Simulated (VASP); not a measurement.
# TiO2 (P4_2/mnm) in VASP: Born charges and dielectric tensor with LDA

Aim: the Born charges and dielectric tensor of TiO2 with LDA.

Program: VASP 6.6.1. These are calculated values, not measurements. Logs are shortened: lines on timing, memory, paths and dates and some standing lists are left out, and cuts for length are marked.

**Measured values to compare with.**

“Shallow Valence Band of Rutile GeO2 and P-type Doping”, 2020, arxiv:2011.08928 quotes, for a bulk crystal of TiO2 at 1.6 K: band gap 3.03 eV (direct).

How close the calculation comes is told below.

**1. Starting point**

The structure is tetragonal, space group P4_2/mnm (No. 136). Conventional cell: a = 4.552 Å, b = 4.552 Å, c = 2.922 Å, α = 90.00°, β = 90.00°, γ = 90.00°. Ti (site symmetry mmm) is surrounded by 6 O at 1.93 to 1.96 Å. O (site symmetry m2m) has 3 Ti at 1.93 to 1.96 Å as nearest neighbours.

**2. Born charges and dielectric tensor, LDA**

File INCAR:

```
PREC = Accurate
ENCUT = 600
EDIFF = 1E-8
ISMEAR = 0
SIGMA = 0.02
LREAL = F
LASPH = T
NELM = 80
ALGO = Normal
ISIF = 2
LWAVE = F
LCHARG = F
GGA = CA
LEPSILON = T
IBRION = 8
NSW = 1
```

File KPOINTS:

```
Automatic mesh
0
Gamma
  8 8 12
```

File POSCAR:

```
TiO2
1.0
    4.5521200000      0.0000000000      0.0000000000
    0.0000000000      4.5521200000      0.0000000000
    0.0000000000      0.0000000000      2.9218700000
Ti O
2 4
Direct
    0.0000000000      0.0000000000      0.0000000000
    0.5000000000      0.5000000000      0.5000000000
    0.3038500000      0.3038500000      0.0000000000
    0.1961500000      0.8038500000      0.5000000000
    0.6961500000      0.6961500000      0.0000000000
    0.8038500000      0.1961500000      0.5000000000
```

Potentials or basis: VASP PAW LDA potentials, release 64 (Ti_sv, O).

Run with:

```
cat potpaw_LDA.64/Ti_sv/POTCAR potpaw_LDA.64/O/POTCAR > POTCAR
mpirun -np 1 vasp_std > vasp.out
```

OUTCAR:

```text
PREC = Accurate
   ENCUT = 600
   EDIFF = 1E-8
   ISMEAR = 0
   LREAL = F
   LASPH = T
   NELM = 80
   ISIF = 2
   GGA = CA
   LEPSILON = T
   IBRION = 8
   NSW = 1

 ion  position               nearest neighbor table
   1  0.000  0.000  0.000-   4 1.93   6 1.93   4 1.93   6 1.93   5 1.96   3 1.96
   2  0.500  0.500  0.500-   3 1.93   5 1.93   3 1.93   5 1.93   4 1.96   6 1.96
   3  0.304  0.304  0.000-   2 1.93   2 1.93   1 1.96
   4  0.196  0.804  0.500-   1 1.93   1 1.93   2 1.96
   5  0.696  0.696  0.000-   2 1.93   2 1.93   1 1.96
   6  0.804  0.196  0.500-   1 1.93   1 1.93   2 1.96

  LATTYP: Found a simple tetragonal cell.
 ALAT       =     4.5521200000
 C/A-ratio  =     0.6418701616

  Lattice vectors:

 A1 = (   4.5521200000,   0.0000000000,   0.0000000000)
 A2 = (   0.0000000000,   4.5521200000,   0.0000000000)
 A3 = (   0.0000000000,   0.0000000000,   2.9218700000)

Analysis of symmetry for initial positions (statically):
=====================================================================
 Subroutine PRICEL returns:
 Original cell was already a primitive cell.

[... 1083 lines left out ...]
  1Z     0.000000    0.000000   -1.954675    0.000000    0.000000    0.471393    0.000000    0.000000   -0.219380    0.000000    0.000000    0.961021    0.000000    0.000000   -0.219380    0.000000    0.000000    0.961021
  2X    14.919374   -0.000791    0.000000  -17.386937   -4.567547    0.000000    2.051347    1.827684    0.000000   -0.817565    0.456485    0.000000    2.051347    1.827684    0.000000   -0.817565    0.456485    0.000000
  2Y    -0.000791   14.919374    0.000000   -4.567547  -17.386937    0.000000    1.827684    2.051347    0.000000    0.456485   -0.817565    0.000000    1.827684    2.051347    0.000000    0.456485   -0.817565    0.000000
  2Z     0.000000    0.000000    0.471393    0.000000    0.000000   -1.954675    0.000000    0.000000    0.961021    0.000000    0.000000   -0.219380    0.000000    0.000000    0.961021    0.000000    0.000000   -0.219380
  3X    -0.815471   -0.446513    0.000000    2.047008    1.829912    0.000000  -12.232786   -6.943769    0.000000   -0.787759    1.002411    0.000000    5.967029    5.565305    0.000000    5.821979   -1.007346    0.000000
  3Y    -0.446513   -0.815471    0.000000    1.829912    2.047008    0.000000   -6.943769  -12.232786    0.000000   -1.007346    5.821979    0.000000    5.565305    5.967029    0.000000    1.002411   -0.787759    0.000000
  3Z     0.000000    0.000000   -0.242730    0.000000    0.000000    0.978588    0.000000    0.000000   -8.802092    0.000000    0.000000    2.086774    0.000000    0.000000    3.892685    0.000000    0.000000    2.086774
  4X     2.047008   -1.829912    0.000000   -0.815471    0.446513    0.000000   -0.787759   -1.002411    0.000000  -12.232786    6.943769    0.000000    5.821979    1.007346    0.000000    5.967029   -5.565305    0.000000
  4Y    -1.829912    2.047008    0.000000    0.446513   -0.815471    0.000000    1.007346    5.821979    0.000000    6.943769  -12.232786    0.000000   -1.002411   -0.787759    0.000000   -5.565305    5.967029    0.000000
  4Z     0.000000    0.000000    0.978588    0.000000    0.000000   -0.242730    0.000000    0.000000    2.086774    0.000000    0.000000   -8.802092    0.000000    0.000000    2.086774    0.000000    0.000000    3.892685
  5X    -0.815471   -0.446513    0.000000    2.047008    1.829912    0.000000    5.967029    5.565305    0.000000    5.821979   -1.007346    0.000000  -12.232786   -6.943769    0.000000   -0.787759    1.002411    0.000000
  5Y    -0.446513   -0.815471    0.000000    1.829912    2.047008    0.000000    5.565305    5.967029    0.000000    1.002411   -0.787759    0.000000   -6.943769  -12.232786    0.000000   -1.007346    5.821979    0.000000
  5Z     0.000000    0.000000   -0.242730    0.000000    0.000000    0.978588    0.000000    0.000000    3.892685    0.000000    0.000000    2.086774    0.000000    0.000000   -8.802092    0.000000    0.000000    2.086774
  6X     2.047008   -1.829912    0.000000   -0.815471    0.446513    0.000000    5.821979    1.007346    0.000000    5.967029   -5.565305    0.000000   -0.787759   -1.002411    0.000000  -12.232786    6.943769    0.000000
  6Y    -1.829912    2.047008    0.000000    0.446513   -0.815471    0.000000   -1.002411   -0.787759    0.000000   -5.565305    5.967029    0.000000    1.007346    5.821979    0.000000    6.943769  -12.232786    0.000000
  6Z     0.000000    0.000000    0.978588    0.000000    0.000000   -0.242730    0.000000    0.000000    2.086774    0.000000    0.000000    3.892685    0.000000    0.000000    2.086774    0.000000    0.000000   -8.802092

 Eigenvectors and eigenvalues of the dynamical matrix
 ----------------------------------------------------

   1 f  =   24.510027 THz   154.001041 2PiTHz  817.566497 cm-1   101.365281 meV
             X         Y         Z           dx          dy          dz
      0.000000  0.000000  0.000000     0.000000    0.000000   -0.000000
      2.276060  2.276060  1.460935    -0.000000   -0.000000   -0.000000
      1.383162  1.383162  0.000000    -0.353553   -0.353553   -0.000000
      0.892898  3.659222  1.460935    -0.353553    0.353553   -0.000000
      3.168958  3.168958  0.000000     0.353553    0.353553    0.000000
      3.659222  0.892898  1.460935     0.353553   -0.353553    0.000000
[... 145 lines left out ...]
  18 f/i=    0.008325 THz     0.052307 2PiTHz    0.277689 cm-1     0.034429 meV
             X         Y         Z           dx          dy          dz
      0.000000  0.000000  0.000000     0.000000    0.000000   -0.546588
      2.276060  2.276060  1.460935     0.000000    0.000000   -0.546588
      1.383162  1.383162  0.000000     0.000000    0.000000   -0.317208
      0.892898  3.659222  1.460935     0.000000    0.000000   -0.317208
      3.168958  3.168958  0.000000     0.000000    0.000000   -0.317208
      3.659222  0.892898  1.460935     0.000000    0.000000   -0.317208

--------------------------------------------------------------------------------------------------------

 MACROSCOPIC STATIC DIELECTRIC TENSOR IONIC CONTRIBUTION
 ------------------------------------------------------
         141.302469    -0.000000    -0.000000
          -0.000000   141.302469     0.000000
          -0.000000     0.000000   237.121710
 ------------------------------------------------------

 ELASTIC MODULI CONTR FROM IONIC RELAXATION (kBar)
 Direction    XX          YY          ZZ          XY          YZ          ZX
 --------------------------------------------------------------------------------
 XX        -384.0973    225.9135   -129.6455      0.0000      0.0000      0.0000
 YY         225.9135   -384.0973   -129.6455     -0.0000     -0.0000     -0.0000
 ZZ        -129.6455   -129.6455   -212.5118     -0.0000      0.0000     -0.0000
 XY          -0.0000     -0.0000      0.0000    -11.7686      0.0000      0.0000
 YZ           0.0000     -0.0000      0.0000      0.0000   -370.7158     -0.0000
 ZX           0.0000     -0.0000     -0.0000      0.0000     -0.0000   -259.2436
 --------------------------------------------------------------------------------

 PIEZOELECTRIC TENSOR IONIC CONTR  for field in x, y, z        (C/m^2)
          XX          YY          ZZ          XY          YZ          ZX
  --------------------------------------------------------------------------------
  x     0.00000     0.00000     0.00000     0.00000     0.00000     0.00000
  y    -0.00000     0.00000    -0.00000     0.00000     0.00000     0.00000
  z     0.00000     0.00000     0.00000     0.00000     0.00000    -0.00000
```

OSZICAR:

```text
N       E                     dE             d eps       ncg     rms          rms(c)
DAV:   1     0.714389091057E+03    0.71439E+03   -0.27481E+04  5880   0.224E+03
DAV:   2     0.551178140573E+02   -0.65927E+03   -0.63853E+03  6176   0.619E+02
[... 12 lines left out ...]
RMM:  13    -0.357676274549E+00   -0.21391E-07   -0.19552E-06 30681   0.781E-04    0.198E-05
RMM:  14    -0.357676251701E+00    0.22848E-07   -0.14465E-06 30082   0.640E-04    0.120E-05
RMM:  15    -0.357676238141E+00    0.13560E-07   -0.67090E-07 30659   0.561E-04    0.535E-06
RMM:  16    -0.357676218102E+00    0.20039E-07   -0.57126E-07 30611   0.520E-04    0.600E-06
RMM:  17    -0.357676190643E+00    0.27459E-07   -0.17974E-07 30156   0.499E-04    0.468E-06
RMM:  18    -0.357676197324E+00   -0.66807E-08   -0.36291E-07 30314   0.486E-04    0.405E-06
RMM:  19    -0.357676195964E+00    0.13602E-08    0.20279E-08 29828   0.480E-04    0.305E-06
 Linear response finished
```

Wall time 2.3 h (1 thread of AMD EPYC 7R13 (Zen 3), shared host); peak memory 1.1 GiB.

What came out:

```
Band gap on the k mesh                                  : 1.82 eV, direct
Electronic dielectric tensor (diagonal)                 : 7.55, 7.55, 8.91
Born charges (mean of the diagonal)                     : Ti +6.78; O -3.39 e
Highest phonon frequency at Γ, LO-TO splitting left out : 818 cm⁻¹
```

Phonon frequencies in cm⁻¹ (negative: imaginary):
```
              q point                                                        frequencies
(0.000, 0.000, 0.000)  0 0 0 109 136 145 148 148 385 385 395 418 464 464 490 490 613 818
```

Electronic dielectric tensor:
```
7.55 0.00 0.00
0.00 7.55 0.00
0.00 0.00 8.91
```

Born effective charge tensors (e):
atom 1, Ti
```
6.34 1.02 0.00
1.02 6.34 0.00
0.00 0.00 7.66
```
atom 2, Ti
```
 6.34 -1.02  0.00
-1.02  6.34  0.00
 0.00  0.00  7.66
```
atom 3, O
```
-3.17 -1.81  0.00
-1.81 -3.17  0.00
 0.00  0.00 -3.83
```
atom 4, O
```
-3.17  1.81  0.00
 1.81 -3.17  0.00
 0.00  0.00 -3.83
```
atom 5, O
```
-3.17 -1.81  0.00
-1.81 -3.17  0.00
 0.00  0.00 -3.83
```
atom 6, O
```
-3.17  1.81  0.00
 1.81 -3.17  0.00
 0.00  0.00 -3.83
```

**3. Against experiment**

Step 2. Against the measured gap of TiO2, 3.03 eV (direct; 1.6 K; quoted in “Shallow Valence Band of Rutile GeO2 and P-type Doping”, 2020, arxiv:2011.08928), the calculated 1.82 eV is off by -1.21 eV. 2 values of this kind are on record in papers (3.03 to 3.05 eV); this one was drawn at random among those near their median. The value is that of LDA on a finite k mesh, which can miss the band edges, without temperature or zero-point motion. Semilocal functionals fall short of measured gaps as a rule.
